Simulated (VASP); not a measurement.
A VASP calculation is set up with these files.

### KPOINTS
```
Automatic
0
gamma
 8 8 8
```

### POSCAR
```
LaB6
8.1991450
  0.4999999851   0.0000000000   0.0000000000
  0.0000000000   0.4999999851   0.0000000000
  0.0000000000   0.0000000000   0.4999999851
La B
1 6
Cartesian
  0.0000000000   0.0000000000   0.0000000000
  0.4001264681   0.2499999925   0.2499999925
  0.2499999925   0.0998735170   0.2499999925
  0.2499999925   0.4001264681   0.2499999925
  0.0998735170   0.2499999925   0.2499999925
  0.2499999925   0.2499999925   0.4001264681
  0.2499999925   0.2499999925   0.0998735170
```

### INCAR
```
SYSTEM=LaB6
ALGO=Normal   # blocked Davidson
LEFG=.TRUE.
LMAXMIX=6   # l cut-off of mixed one-centre charges
NELM=100   # most electronic steps
EDIFF=1E-7   # SCF stop (eV)
ISMEAR=-5   # tetrahedra, Bloechl
LASPH=.TRUE.   # aspherical one-centre terms
LWAVE=.FALSE.
PREC=Accurate
LCHARG=.TRUE.
ENCUT=520   # plane-wave cut-off (eV)
LORBIT=11
LREAL=.FALSE.   # projection in real space or not
NEDOS=601   # DOS grid
ISIF=2   # forces and stress, cell fixed
```

POTCAR, in this order: La B (LDA.64 set). Program: vasp_std.

Question: Write an equivalent input for Ansatz.

Answer: One equivalent input (not run):
Ansatz 0.2 input:
```yaml
crystal:
  lattice:
    - [4.0995724, 0.0000000, 0.0000000]
    - [0.0000000, 4.0995724, 0.0000000]
    - [0.0000000, 0.0000000, 4.0995724]
  atoms:
    - { symbol: La, position: [0.0000000, 0.0000000, 0.0000000] }
    - { symbol: B, position: [0.8002530, 0.5000000, 0.5000000] }
    - { symbol: B, position: [0.5000000, 0.1997470, 0.5000000] }
    - { symbol: B, position: [0.5000000, 0.8002530, 0.5000000] }
    - { symbol: B, position: [0.1997470, 0.5000000, 0.5000000] }
    - { symbol: B, position: [0.5000000, 0.5000000, 0.8002530] }
    - { symbol: B, position: [0.5000000, 0.5000000, 0.1997470] }
kpoints:
  mp_grid: { grid: [8, 8, 8] }
hamiltonian:
  xc: lda
  pseudopotentials: { kind: paw }
scf:
  occupations: { method: tetrahedron }
  max_iter: 100
output: { forces: true, stress: true, eigenvalues: true }
```
The two are equivalent in intent, not identical: each code has its own PAW files, so the cut-off isn't converted (ENCUT is set for VASP's; basis.ecutwfc is left out, and Ansatz then takes the one that its files recommend); Ansatz stops its SCF on the density residual and VASP on the energy change (EDIFF); Ansatz's lda is the Perdew-Wang form, while the LDA potentials of VASP carry Perdew-Zunger's; the field gradients of LEFG aren't asked of the other code.

The compound is LaB6 in the cab6 structure. It was relaxed first.
